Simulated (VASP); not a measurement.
An input for Quantum ESPRESSO's pw.x (written as the equivalent of a VASP run, and not itself run):

```
&CONTROL
  calculation = 'scf'
  pseudo_dir = './pseudo'
  outdir = './out'
  tprnfor = .true.
  tstress = .true.
/
&SYSTEM
  ibrav = 0
  nat = 3
  ntyp = 2
  ecutwfc = 88
  occupations = 'smearing'
  smearing = 'fermi-dirac'
  degauss = 0.00147
  input_dft = 'pz'
/
&ELECTRONS
  conv_thr = 7.3e-08
  electron_maxstep = 100
/
ATOMIC_SPECIES
  Be 9.012 Be.upf
  C 12.011 C.upf
CELL_PARAMETERS angstrom
     0.0000000    2.1174860    2.1174860
     2.1174860    0.0000000    2.1174860
     2.1174860    2.1174860    0.0000000
ATOMIC_POSITIONS crystal
  Be   0.2500000  0.2500000  0.2500000
  Be   0.7500000  0.7500000  0.7500000
  C    0.0000000  0.0000000  0.0000000
K_POINTS automatic
  7 7 7 0 0 0
```

### Question
Translate this input to VASP (INCAR, KPOINTS, POSCAR, choice of POTCAR).

### Answer
This is not unique; one that fits is 
### POSCAR
```
Be2C
4.2349720
  0.0000000000   0.5000000000   0.5000000000
  0.5000000000   0.0000000000   0.5000000000
  0.5000000000   0.5000000000   0.0000000000
Be C
2 1
Direct
  0.2500000000   0.2500000000   0.2500000000
  0.7500000000   0.7500000000   0.7500000000
  0.0000000000   0.0000000000   0.0000000000
```

### INCAR
```
! general
SYSTEM  =  Be2C
PREC    =  Accurate
ENCUT   =  400
LREAL   =  F
LASPH   =  T

! electronic loop
EDIFF   =  1E-6
NELM    =  100
ALGO    =  Normal

! smearing
ISMEAR  =  -1
SIGMA   =  0.02

! ions
ISIF    =  2

! output
LWAVE   =  F
LCHARG  =  F
```

### KPOINTS
```
Automatic mesh
0
Gamma
7 7 7
0 0 0
```

POTCAR, in this order: Be C (LDA.64 set). Program: vasp_std.

What does not carry over: the potentials are each code's own (VASP's PAW set, PseudoDojo norm-conserving files in pw.x), so ENCUT and ecutwfc are chosen apart and not converted; conv_thr bounds pw.x's estimated SCF error, while EDIFF bounds the energy change between steps.

The structure is a typed Be2C crystal (Fm-3m). The cell was not relaxed at this level.
